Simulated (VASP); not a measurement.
# Ag: relaxation of cell and atoms with PBE

The system is Ag.

```
Ag
1.0
     0.00000    2.06750    2.06750
     2.06750    0.00000    2.06750
     2.06750    2.06750    0.00000
Ag
1
Cartesian
  0.0000 0.0000 0.0000
```

| Quantity | Value |
| --- | --- |
| Program | VASP 6.6.1 |
| Task | relaxation of cell and atoms |
| Functional | PBE |
| Potentials or basis | VASP PAW PBE potentials, release 64 (Ag) |
| Cutoff | 600 eV |
| k mesh | 18 × 18 × 18 |
| Occupations | gaussian, width 0.1 eV |
| Spin | no spin polarisation |
| Further INCAR settings | ALGO = Normal; EDIFF = 1e-07; IBRION = 2; EDIFFG = -0.005; NSW = 90; ISIF = 3 |

The relaxed volume is 17.81 Å³/atom and the relaxed cell is a = 2.931 Å, b = 2.931 Å, c = 2.931 Å, α = 60.00°, β = 60.00°, γ = 60.00°. The space group after relaxing (to 0.05 Å) is Fm-3m (No. 225) and the energy gained by relaxing is 0.3 meV/atom. The ionic steps are 3. The pressure after relaxing is 0.0 GPa and the band gap on the k mesh is none (metal or under the smearing width).

Step by step:
```tsv
step	energy change (eV)	largest force (eV/Å)	pressure (GPa)	volume (Å³)
1	0.0000	0.0000	0.70	17.68
2	-0.0002	0.0000	-0.34	17.87
3	-0.0003	0.0000	-0.02	17.81
```

Final structure:
```
Ag
1.0
     0.00000    2.07256    2.07256
     2.07256    0.00000    2.07256
     2.07256    2.07256    0.00000
Ag
1
Cartesian
  0.0000 0.0000 0.0000
```

Levels at points of the mesh, in eV from the Fermi level:
| k point | band 4 | band 5 | band 6 | band 7 | band 8 | band 9 |
| --- | --- | --- | --- | --- | --- | --- |
| (0.00, 0.00, 0.00) | -4.62 | -3.67 | -3.67 | 15.96 | 19.28 | 19.28 |
| (0.50, 0.00, 0.00) | -2.93 | -2.93 | -0.25 | 3.40 | 15.18 | 17.46 |
| (0.50, 0.50, 0.00) | -2.74 | -2.74 | 1.68 | 6.44 | 10.48 | 10.48 |

Run time: 30 s on 1 thread of Intel(R) Xeon(R) 6975P-C (Granite Rapids) (shared host), peak memory 0.17 GiB.

PBE usually gives volumes a little too large and moduli too small. Zero-point motion and thermal expansion aren't in these numbers.
